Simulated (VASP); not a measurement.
# Ca3ZrN3 (Pc) in VASP: further runs

The runs below take Ca3ZrN3 through relaxation of cell and atoms, single point, with PBE, r2SCAN.

Everything below comes from runs of VASP 6.6.1. Logs are shortened: lines on timing, memory, paths and dates and some standing lists are left out, and cuts for length are marked.

## Step 1: The structure

The structure is monoclinic, space group Pc (No. 7). Conventional cell: a = 4.865 Å, b = 4.846 Å, c = 9.789 Å, α = 90.00°, β = 90.10°, γ = 90.00°. Ca (site symmetry 1) has 4 N at 2.42 to 2.48 Å as nearest neighbours. Ca (site symmetry 1) is surrounded by 4 N at 2.41 to 2.46 Å. Ca (site symmetry 1) is surrounded by 4 N at 2.43 to 2.48 Å. Zr (site symmetry 1) has 3 N at 2.11 to 2.14 Å as nearest neighbours. Around N (site symmetry 1) lie 1 Zr at 2.14 Å and 3 Ca at 2.42 to 2.46 Å. N (site symmetry 1) has 1 Zr at 2.11 Å and 1 Ca at 2.42 Å as nearest neighbours. N (site symmetry 1) has 1 Zr at 2.13 Å and 2 Ca at 2.41 to 2.43 Å as nearest neighbours.

The cell was built by a generator and needn't be a form met in nature.

## Step 2: Relaxation of cell and atoms, PBE

Input file INCAR:

```
  PREC = Accurate
  ENCUT = 520
  EDIFF = 1E-6
  ISMEAR = 0
  SIGMA = 0.1
  LREAL = False
  LASPH = True
  NELM = 120
  ALGO = Normal
  ISIF = 3
  LWAVE = False
  LCHARG = False
  GGA = PE
  IBRION = 2
  NSW = 90
  EDIFFG = -0.01
  KPAR = 8
```

Input file KPOINTS:

```
regular mesh
0
Gamma
  4 4 4
```

Input file POSCAR:

```
Ca3ZrN3
1.0
    4.8648618900      0.0000000000      0.0000000000
    0.0000000000      4.8460301900      0.0000000000
   -0.0172298200      0.0000000000      9.7892090900
Ca Zr N
6 2 6
Direct
    0.5028366500      0.5008602100      0.7476762300
    0.5028366500      0.4991397900      0.2476762300
    0.5034813600      0.9974022900      0.9988321100
    0.5034813600      0.0025977100      0.4988321100
    0.0017692100      0.9983166200      0.7476699700
    0.0017692100      0.0016833800      0.2476699700
    0.0260317000      0.4756750200      0.9853317000
    0.0260317000      0.5243249800      0.4853317000
    0.9984736800      0.0354492700      0.0005056400
    0.9984736800      0.9645507300      0.5005056400
    0.9987997000      0.4979577800      0.7704590800
    0.9987997000      0.5020422200      0.2704590800
    0.4617919800      0.5018856400      0.0001582600
    0.4617919800      0.4981143600      0.5001582600
```

Potentials or basis: VASP PAW PBE potentials, release 64 (Ca_sv, Zr_sv, N).

Run with:

```console
$ cat potpaw_PBE.64/Ca_sv/POTCAR potpaw_PBE.64/Zr_sv/POTCAR potpaw_PBE.64/N/POTCAR > POTCAR
$ mpirun -np 8 vasp_std > vasp.out
```

OUTCAR:

```text
PREC = Accurate
   ENCUT = 520
   EDIFF = 1E-6
   ISMEAR = 0
   LREAL = False
   LASPH = True
   NELM = 120
   ISIF = 3
   GGA = PE
   IBRION = 2
   NSW = 90
   EDIFFG = -0.01

 ion  position               nearest neighbor table
   1  0.503  0.501  0.748-  11 2.42  14 2.43  11 2.46   7 3.29   7 3.45   8 3.46
   2  0.503  0.499  0.248-  12 2.42  13 2.43  12 2.46   8 3.29   8 3.45   7 3.46
   3  0.503  0.997  0.999-  13 2.41   9 2.42  13 2.45   9 2.46   7 3.28   7 3.44   7 3.44
   4  0.503  0.003  0.499-  14 2.41  10 2.42  14 2.45  10 2.46   8 3.28   8 3.44   8 3.44
   5  0.002  0.998  0.748-  10 2.43  11 2.43  11 2.44   7 3.28   7 3.44   8 3.45
   6  0.002  0.002  0.248-   9 2.43  12 2.43  12 2.44   8 3.28   8 3.44   7 3.45
   7  0.026  0.476  0.985-  11 2.11  13 2.13   9 2.14   9 2.72  13 2.75  12 2.80   5 3.28   3 3.28
                             1 3.29   3 3.44   5 3.44   3 3.44   1 3.45   6 3.45   2 3.46
   8  0.026  0.524  0.485-  12 2.11  14 2.13  10 2.14  10 2.72  14 2.75  11 2.80   6 3.28   4 3.28
                             2 3.29   4 3.44   6 3.44   4 3.44   2 3.45   5 3.45   1 3.46
   9  0.998  0.035  0.001-   7 2.14   3 2.42   6 2.43   3 2.46   7 2.72
  10  0.998  0.965  0.501-   8 2.14   4 2.42   5 2.43   4 2.46   8 2.72
  11  0.999  0.498  0.770-   7 2.11   1 2.42   5 2.43   5 2.44   1 2.46   8 2.80
  12  0.999  0.502  0.270-   8 2.11   2 2.42   6 2.43   6 2.44   2 2.46   7 2.80
  13  0.462  0.502  0.000-   7 2.13   3 2.41   2 2.43   3 2.45   7 2.75
  14  0.462  0.498  0.500-   8 2.13   4 2.41   1 2.43   4 2.45   8 2.75

  LATTYP: Found a simple monoclinic cell.
 ALAT       =     4.8648618900
 B/A-ratio  =     0.9961290371
 C/A-ratio  =     2.0122306603
 COS(beta)  =    -0.0017600802

  Lattice vectors:

 A1 = (   4.8648618900,   0.0000000000,   0.0000000000)
 A2 = (   0.0000000000,   4.8460301900,   0.0000000000)
 A3 = (  -0.0172298200,   0.0000000000,   9.7892090900)

Analysis of symmetry for initial positions (statically):
=====================================================================
 Subroutine PRICEL returns:
 Original cell was already a primitive cell.

 Routine SETGRP: Setting up the symmetry group for a
 simple monoclinic supercell.

 Subroutine GETGRP returns: Found  2 space group operations
 (whereof  1 operations were pure point group operations)
 out of a pool of  4 trial point group operations.

The static configuration has the point symmetry C_1 .
 The point group associated with its full space group is C_1h.

Analysis of symmetry for dynamics (positions and initial velocities):
=====================================================================
 Subroutine PRICEL returns:
 Original cell was already a primitive cell.

 Routine SETGRP: Setting up the symmetry group for a
 simple monoclinic supercell.

 Subroutine GETGRP returns: Found  2 space group operations
 (whereof  1 operations were pure point group operations)
 out of a pool of  4 trial point group operations.

The dynamic configuration has the point symmetry C_1 .
 The point group associated with its full space group is C_1h.

 Subroutine INISYM returns: Found  2 space group operations
 (whereof  1 operations are pure point group operations),
 and found     1 'primitive' translations

----------------------------------------------------------------------------------------

                                     Primitive cell

  volume of cell :     230.7832

  direct lattice vectors                    reciprocal lattice vectors
     4.864861890  0.000000000  0.000000000     0.205555681  0.000000000  0.000361795
     0.000000000  4.846030190  0.000000000     0.000000000  0.206354472  0.000000000
    -0.017229820  0.000000000  9.789209090     0.000000000  0.000000000  0.102153299

  length of vectors
     4.864861890  4.846030190  9.789224253     0.205556000  0.206354472  0.102153299

  position of ions in fractional coordinates (direct lattice)
     0.502836650  0.500860210  0.747676230
     0.502836650  0.499139790  0.247676230
     0.503481360  0.997402290  0.998832110
     0.503481360  0.002597710  0.498832110
     0.001769210  0.998316620  0.747669970
     0.001769210  0.001683380  0.247669970
     0.026031700  0.475675020  0.985331700
     0.026031700  0.524324980  0.485331700
     0.998473680  0.035449270  0.000505640
     0.998473680  0.964550730  0.500505640
     0.998799700  0.497957780  0.770459080
[... 27 lines left out ...]
 generate k-points for:    4    4    4

 Generating k-lattice:

  Cartesian coordinates                     Fractional coordinates (reciprocal lattice)
     0.051388920  0.000000000  0.000090449     0.250000000  0.000000000 -0.000000000
     0.000000000  0.051588618  0.000000000     0.000000000  0.250000000  0.000000000
     0.000000000  0.000000000  0.025538325     0.000000000  0.000000000  0.250000000

  Length of vectors
     0.051389000  0.051588618  0.025538325

  Shift w.r.t. Gamma in fractional coordinates (k-lattice)
     0.000000000  0.000000000  0.000000000

 Subroutine IBZKPT returns following result:
 ===========================================

 Found     30 irreducible k-points:

 Following reciprocal coordinates:
            Coordinates               Weight
  0.000000  0.000000  0.000000      1.000000
  0.250000  0.000000  0.000000      2.000000
  0.500000  0.000000  0.000000      1.000000
  0.000000  0.250000  0.000000      2.000000
  0.250000  0.250000  0.000000      4.000000
  0.500000  0.250000  0.000000      2.000000
[... 16 lines left out ...]
  0.250000  0.000000  0.500000      2.000000
  0.500000  0.000000  0.500000      1.000000
 [... further k-points ...]
   k-points           NKPTS =     30   k-points in BZ     NKDIM =     30   number of bands    NBANDS=     68
   number of dos      NEDOS =    301   number of ions     NIONS =     14
   total plane-waves  NPLWV = 103680
   dimension x,y,z NGX =    36 NGY =   36 NGZ =   80
   dimension x,y,z NGXF=    72 NGYF=   72 NGZF=  160
   ions per type =               6   2   6
   NGX,Y,Z   is equivalent  to a cutoff of  12.30, 12.35, 13.59 a.u.
   NGXF,Y,Z  is equivalent  to a cutoff of  24.60, 24.70, 27.17 a.u.
 SYSTEM =  unknown system
   PREC   = accura    normal or accurate (medium, high low for compatibility)
   ISTART =      0    job   : 0-new  1-cont  2-samecut
   ICHARG =      2    charge: 1-file 2-atom 10-const
   ISPIN  =      1    spin polarized calculation?
   LNONCOLLINEAR =      F non collinear calculations
   LSORBIT =      F    spin-orbit coupling
   LASPH  =      T    aspherical Exc in radial PAW
   ENCUT  =  520.0 eV  38.22 Ry    6.18 a.u.   9.05  9.01 18.20*2*pi/ulx,y,z
   NELM   =    120;   NELMIN=  2; NELMDL= -5     # of ELM steps
   EDIFF  = 0.1E-05   stopping-criterion for ELM
   LREAL  =      F    real-space projection
   EDIFFG = -.1E-01   stopping-criterion for IOM
   NSW    =     90    number of steps for IOM
   IBRION =      2    ionic relax: 0-MD 1-quasi-New 2-CG
   NFREE  =      1    steps in history (QN), initial steepest desc. (CG)
   ISIF   =      3    stress and relaxation
   ISYM   =      2    0-nonsym 1-usesym 2-fastsym
   POTIM  = 0.5000    time-step for ionic-motion
   TEBEG  =    0.0;   TEEND  =   0.0 temperature during run
   PSTRESS=    0.0 pullay stress
   NELECT =     114.0000    total number of electrons
   NUPDOWN=      -1.0000    fix difference up-down
   EMIN   =  10.00;   EMAX   =-10.00  energy-range for DOS
   EFERMI =   0.00;   METHOD = LEGACY
   ISMEAR =     0;   SIGMA  =   0.10  broadening in eV -4-tet -1-fermi 0-gaus
   EFERMI_NEDOS =   21; number of points for ismear=-14 and -15
   IALGO  =     38    algorithm
   IMIX   =      4    mixing-type and parameters
     AMIX     =   0.40;   BMIX     =  1.00
     AMIX_MAG =   1.60;   BMIX_MAG =  1.00
  volume/ion in A,a.u.               =      16.48       111.24
  Fermi-wavevector in a.u.,A,eV,Ry     =   1.294121  2.445535 22.786362  1.674750
  Thomas-Fermi vector in A             =   2.425724
   LORBIT       =      0    0 simple, 1 ext, 2 COOP (PROOUT), +10 PAW based schemes
   GGA     = PE    functional components
   LHFCALC =     F    Hartree Fock is set to
   AEXX    =    0.0000 exact exchange contribution
   IVDW    =     0    specifies the selected vdW correction
   LEPSILON=     F    determine dielectric tensor
   LRPA    =     F    only Hartree local field effects (RPA)
 conjugate gradient relaxation of ions
 non-spin polarized calculation
 Gauss-broadening in eV      SIGMA  =   0.10
  energy-cutoff  :      520.00
  volume of cell :      230.78
 maximum number of plane-waves:      6248
   NGX = 19   NGY = 19   NGZ = 37

--------------------------------------- Ionic step        1  -------------------------------------------

 number of electron     113.9999998 magnetization

 Free energy of the ion-electron system (eV)
  ---------------------------------------------------
  ext. energy  EPLUGINS =         0.00000000
  ---------------------------------------------------
  free energy    TOTEN  =       -93.22974997 eV

  energy without entropy =      -93.21537249  energy(sigma->0) =      -93.22256123

------------------------ aborting loop because EDIFF is reached ----------------------------------------

  FORCE on cell =-STRESS in cart. coord.  units (eV):
  Direction    XX          YY          ZZ          XY          YZ          ZX
  --------------------------------------------------------------------------------------
  -------------------------------------------------------------------------------------
  Total       -0.0211391      0.0528455      0.0926993      0.0000000      0.0000000      0.0540270
  in kB       -0.1467548      0.3668715      0.6435509      0.0000000      0.0000000      0.3750739
  external PRESSURE =       0.2878892 kB  Pullay stress =       0.0000000 kB
[... 323 lines left out ...]
--------------------------------------- Ionic step        8  -------------------------------------------

 number of electron     113.9999997 magnetization

 Free energy of the ion-electron system (eV)
  ---------------------------------------------------
  ext. energy  EPLUGINS =         0.00000000
  ---------------------------------------------------
  free energy    TOTEN  =       -93.23015141 eV

  energy without entropy =      -93.21584584  energy(sigma->0) =      -93.22299862

 E-fermi :   4.9751     XC(G=0): -10.2962

 val. band max:        4.8901519789   @ k =   0.2500   0.2500   0.5000
 cond. band min:       5.0082642936   @ k =   0.2500   0.0000   0.0000
 fundamental gap:      0.1181123147
 Fermi energy:         4.9751245827

 k-point     1 :       0.0000    0.0000    0.0000
  band No.  band energies     occupation
      1     -43.5759      2.00000
      2     -43.5756      2.00000
      3     -34.7643      2.00000
      4     -34.7552      2.00000
      5     -34.6779      2.00000
      6     -34.6745      2.00000
[... 1693 lines left out ...]
     67       8.3675      0.00000
     68       8.3675      0.00000

 [... further k-points ...]

------------------------ aborting loop because EDIFF is reached ----------------------------------------

  FORCE on cell =-STRESS in cart. coord.  units (eV):
  Direction    XX          YY          ZZ          XY          YZ          ZX
  --------------------------------------------------------------------------------------
  -------------------------------------------------------------------------------------
  Total       -0.0023096     -0.0101455     -0.0067081      0.0000000      0.0000000     -0.0051321
  in kB       -0.0160274     -0.0704052     -0.0465508      0.0000000      0.0000000     -0.0356141
  external PRESSURE =      -0.0443278 kB  Pullay stress =       0.0000000 kB
[... 29 lines left out ...]
  FREE ENERGIE OF THE ION-ELECTRON SYSTEM (eV)
  ---------------------------------------------------
  free  energy   TOTEN  =       -93.2301514078 eV

  energy  without entropy=      -93.2158458366  energy(sigma->0) =      -93.22299862

 reached required accuracy - stopping structural energy minimisation
```

Run time: 3.1 min. Hardware: 8 MPI ranks of Intel Xeon 6975P-C (Granite Rapids), shared host; peak memory 0.58 GiB.

Results:

* Free energy: -93.2302 eV
* Relaxed volume: 16.49 Å³/atom
* Relaxed cell: a = 4.866 Å, b = 4.841 Å, c = 9.801 Å, α = 90.00°, β = 90.06°, γ = 90.00°
* Space group after relaxing (to 0.05 Å): Pc (No. 7)
* Energy gained by relaxing: 0.0 meV/atom
* Ionic steps: 8
* Pressure after relaxing: 0.0 GPa
* Largest force after relaxing: 0.007 eV/Å
* Band gap on the k mesh: none (metal or under the smearing width)

Forces on the atoms (eV/Å):
```
Ca  -0.003 -0.002  0.001
Ca  -0.003  0.002  0.001
Ca  -0.001  0.000  0.003
Ca  -0.001  0.000  0.003
Ca  -0.001  0.000  0.000
Ca  -0.001  0.000  0.000
Zr   0.004  0.005 -0.001
Zr   0.004 -0.005 -0.001
N    0.000 -0.004 -0.001
N    0.000  0.004 -0.001
N   -0.001  0.002  0.000
N   -0.001 -0.002  0.000
N    0.001 -0.005 -0.002
N    0.001  0.005 -0.002
```

Step by step:
| step | energy change (eV) | largest force (eV/Å) | pressure (GPa) | volume (Å³) |
| --- | --- | --- | --- | --- |
| 1 | 0.0000 | 0.0257 | 0.03 | 230.78 |
| 2 | -0.0001 | 0.0139 | -0.01 | 230.88 |
| 3 | -0.0002 | 0.0177 | -0.05 | 230.96 |
| 4 | -0.0003 | 0.0106 | 0.00 | 230.88 |
| 5 | -0.0003 | 0.0200 | 0.04 | 230.81 |
| 6 | -0.0004 | 0.0110 | 0.01 | 230.86 |
| 7 | -0.0004 | 0.0115 | -0.01 | 230.89 |
| 8 | -0.0004 | 0.0065 | 0.00 | 230.88 |

Final structure:
```yaml
crystal:
  lattice:
    - [4.86581, 0.00000, 0.00155]
    - [0.00000, 4.84136, 0.00000]
    - [-0.01412, 0.00000, 9.80074]
  atoms:
    - { symbol: Ca, position: [0.50302, 0.50094, 0.74764] }
    - { symbol: Ca, position: [0.50302, 0.49906, 0.24764] }
    - { symbol: Ca, position: [0.50358, 0.99732, 0.99840] }
    - { symbol: Ca, position: [0.50358, 0.00268, 0.49840] }
    - { symbol: Ca, position: [0.00211, 0.99833, 0.74753] }
    - { symbol: Ca, position: [0.00211, 0.00167, 0.24753] }
    - { symbol: Zr, position: [0.02608, 0.47601, 0.98521] }
    - { symbol: Zr, position: [0.02608, 0.52399, 0.48521] }
    - { symbol: N, position: [0.99821, 0.03418, 0.00060] }
    - { symbol: N, position: [0.99821, 0.96582, 0.50060] }
    - { symbol: N, position: [0.99892, 0.49782, 0.77091] }
    - { symbol: N, position: [0.99892, 0.50218, 0.27091] }
    - { symbol: N, position: [0.46126, 0.50189, 0.00035] }
    - { symbol: N, position: [0.46126, 0.49811, 0.50035] }
```

## Step 3: Relaxation of cell and atoms, PBE

Edit INCAR of step 2 so:

```diff
@@ -2,3 +2,3 @@
   ENCUT = 520
-  EDIFF = 1E-6
+  EDIFF = 1E-7
   ISMEAR = 0
@@ -14,4 +14,5 @@
   IBRION = 2
-  NSW = 90
-  EDIFFG = -0.01
+  NSW = 60
+  EDIFFG = -0.005
+  POTIM = 0.3
   KPAR = 8
```

KPOINTS is that of step 2.

Input file POSCAR:

```
Ca3ZrN3                                 
1.0
    4.8658091670      0.0000000000      0.0015481140
    0.0000000000      4.8413562917      0.0000000000
   -0.0141193559      0.0000000000      9.8007411410
  Ca              Zr              N             
     6     2     6
Direct
     0.5030246767631235    0.5009397606222399    0.7476354985614413
     0.5030246767631235    0.4990602393777601    0.2476354985614415
     0.5035767907101298    0.9973170096296402    0.9983979667160715
     0.5035767907101298    0.0026829903703597    0.4983979667160715
     0.0021134518652924    0.9983330129967058    0.7475287526337211
     0.0021134518652924    0.0016669870032941    0.2475287526337210
     0.0260799083550385    0.4760053037789343    0.9852146030421836
     0.0260799083550385    0.5239946962210656    0.4852146030421836
     0.9982092522751004    0.0341756278777466    0.0005976390912895
     0.9982092522751004    0.9658243721222534    0.5005976390912895
     0.9989226988012625    0.4978204463030286    0.7709091159599087
     0.9989226988012625    0.5021795536969715    0.2709091159599087
     0.4612575012300538    0.5018941056111069    0.0003494139953909
     0.4612575012300538    0.4981058943888931    0.5003494139953910
```

Potentials or basis: VASP PAW PBE potentials, release 64 (Ca_sv, Zr_sv, N).

Run with:

```console
$ cat potpaw_PBE.64/Ca_sv/POTCAR potpaw_PBE.64/Zr_sv/POTCAR potpaw_PBE.64/N/POTCAR > POTCAR
$ mpirun -np 8 vasp_std > vasp.out
```

Wall time 70 s (8 MPI ranks of Intel Xeon 6975P-C (Granite Rapids), shared host); peak memory 0.57 GiB.

Results (log left out):

```yaml
Free_energy: -93.2302 eV
Energy_gained_by_relaxing: 0.0 meV/atom
Ionic_steps: 2
Pressure_after_relaxing: 0.0 GPa
Largest_force_after_relaxing: 0.005 eV/Å
Band_gap_on_the_k_mesh: none (metal or under the smearing width)
```

Forces on the atoms (eV/Å):
```
Ca  -0.002 -0.001  0.001
Ca  -0.002  0.001  0.001
Ca   0.000  0.000  0.003
Ca   0.000  0.000  0.003
Ca  -0.001  0.000  0.000
Ca  -0.001  0.000  0.000
Zr   0.002  0.004 -0.001
Zr   0.002 -0.004 -0.001
N    0.000 -0.004 -0.001
N    0.000  0.004 -0.001
N    0.000  0.002 -0.001
N    0.000 -0.002 -0.001
N    0.001 -0.004 -0.002
N    0.001  0.004 -0.002
```

Final structure:
```xyz
14
Lattice="4.8658 0.0000 0.0015 0.0000 4.8413 0.0000 -0.0142 0.0000 9.8006" Properties=species:S:1:pos:R:3 pbc="T T T"
Ca    2.4369    2.4252    7.3281
Ca    2.4440    2.4161    2.4278
Ca    2.4361    4.8283    9.7857
Ca    2.4432    0.0130    4.8854
Ca   -0.0003    4.8333    7.3262
Ca    0.0068    0.0081    2.4259
Zr    0.1131    2.3046    9.6557
Zr    0.1201    2.5367    4.7554
N     4.8570    0.1653    0.0073
N     4.8500    4.6760    4.9076
N     4.8496    2.4102    7.5569
N     4.8567    2.4311    2.6566
N     2.2444    2.4297    0.0041
N     2.2373    2.4116    4.9044
```

Levels at points of the mesh, in eV from the Fermi level:
| k point | band 53 | band 54 | band 55 | band 56 | band 57 | band 58 | band 59 | band 60 | band 61 | band 62 |
| --- | --- | --- | --- | --- | --- | --- | --- | --- | --- | --- |
| (0.00, 0.00, 0.00) | -1.17 | -1.00 | -0.93 | -0.92 | -0.74 | -0.26 | 1.08 | 1.19 | 1.28 | 1.67 |
| (0.50, 0.00, 0.00) | -1.61 | -1.60 | -1.25 | -0.97 | -0.24 | 0.47 | 1.43 | 2.09 | 2.29 | 2.64 |
| (0.00, 0.50, 0.00) | -1.61 | -1.49 | -1.45 | -1.11 | -0.23 | 0.48 | 1.67 | 2.12 | 2.23 | 2.62 |
| (0.50, 0.50, 0.00) | -1.77 | -1.73 | -1.68 | -1.59 | 0.50 | 1.01 | 2.03 | 2.33 | 2.39 | 2.44 |
| (0.00, 0.00, 0.50) | -1.18 | -1.18 | -0.90 | -0.90 | -0.77 | -0.77 | 1.31 | 1.31 | 1.80 | 1.80 |
| (0.50, 0.00, 0.50) | -1.53 | -1.53 | -1.47 | -1.47 | 0.05 | 0.05 | 2.04 | 2.04 | 2.32 | 2.32 |
| (0.00, 0.50, 0.50) | -1.49 | -1.49 | -1.36 | -1.36 | 0.06 | 0.06 | 1.98 | 1.98 | 2.22 | 2.22 |
| (0.50, 0.50, 0.50) | -1.72 | -1.72 | -1.64 | -1.64 | 0.72 | 0.72 | 2.21 | 2.21 | 2.51 | 2.51 |

[end of part 1 of 2]
